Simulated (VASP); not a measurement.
Given:

```
CELL_PARAMETERS angstrom
      3.18132     0.00000     0.00000
     -1.59066     2.75510     0.00000
      0.00000     0.00000    20.26803
ATOMIC_POSITIONS crystal
  W  0.66667 0.33333 0.50000
  S  0.33333 0.66667 0.58233
  S  0.33333 0.66667 0.41767
```

Computed with r2SCAN meta-GGA, VASP's PBE PAW potentials (set 64) (plane waves; VASP 6.6.1). Numerical set-up: PREC = Normal, EDIFF = 1E-5, 400 eV cut-off, 12×12×1 Γ-centred mesh, Gaussian smearing of 0.050 eV, potentials W_sv S.

Task: The ions and cell shape at fixed volume are relaxed. What does this cell relax into?

Result: 
```
CELL_PARAMETERS angstrom
      3.18293     0.00000     0.00000
     -1.59146     2.75650     0.00000
      0.00000     0.00000    20.24748
ATOMIC_POSITIONS crystal
  W  0.66667 0.33333 0.50000
  S  0.33333 0.66667 0.57701
  S  0.33333 0.66667 0.42299
```

Task: How much energy does the relaxation gain?

Result: The energy (σ→0) changes by -74.7 meV/atom, in 9 ionic steps.

```
step  E(σ→0) (eV)  max force (eV/Å)  pressure (GPa)  volume (Å³)
----  -----------  ----------------  --------------  -----------
1        -69.8167             1.961           -3.17       177.65
2        -69.9524             0.780           -0.32       177.65
3        -70.0117             0.306           -1.46       177.65
4        -70.0117             0.267           -1.42       177.65
5        -70.0267             0.150           -0.96       177.65
6        -70.0396             0.070           -0.12       177.65
7        -70.0401             0.120            0.09       177.65
8        -70.0395             0.147           -0.13       177.65
9        -70.0409             0.002           -0.01       177.65
```

The cell is a sheet with vacuum, built from WS2 (2H layered).
